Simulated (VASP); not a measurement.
A convergence study with VASP on SiC (wurtzite): one setting is varied, all else stays as given below, so the limit is that of these other settings.

```
CELL_PARAMETERS angstrom
      1.54000    -2.66736     0.00000
      1.54000     2.66736     0.00000
      0.00000     0.00000     5.05000
ATOMIC_POSITIONS crystal
  Si 0.66667 0.33333 0.50000
  Si 0.33333 0.66667 0.00000
  C  0.66667 0.33333 0.87500
  C  0.33333 0.66667 0.37500
```

Level of theory: LDA (Ceperley-Alder, Perdew-Zunger), VASP's LDA PAW potentials (set 64) (plane waves; VASP). The tightest run used: 700 eV cut-off, 13×13×7 Monkhorst-Pack mesh, Gaussian smearing of 0.050 eV, potentials Si C.

| setting | E (eV/atom) | pressure (GPa) | irreducible k-points |
|---|---|---|---|
| 1×1×1 mesh | -3.2652 | 17.44 | 1 |
| 2×2×1 mesh | -8.5364 | -4.42 | 2 |
| 3×3×2 mesh | -8.1803 | -3.98 | 3 |
| 4×4×2 mesh | -8.3287 | -4.85 | 6 |

### Question
These are the cheaper rows. Estimate the results at 13×13×7 mesh, and how far the last row shown lies from them.

### Answer

```tsv
quantity	tightest run	last row shown is off by
E (eV/atom)	-8.3189	-0.0099
pressure (GPa)	-4.70	-0.15
```

Left out are rungs that failed or repeat a setting and relaxations that didn't move; long series are thinned to 24 rows.

The compound is SiC in the wurtzite structure, the rare 2H polytype. The cell was not relaxed at this level.
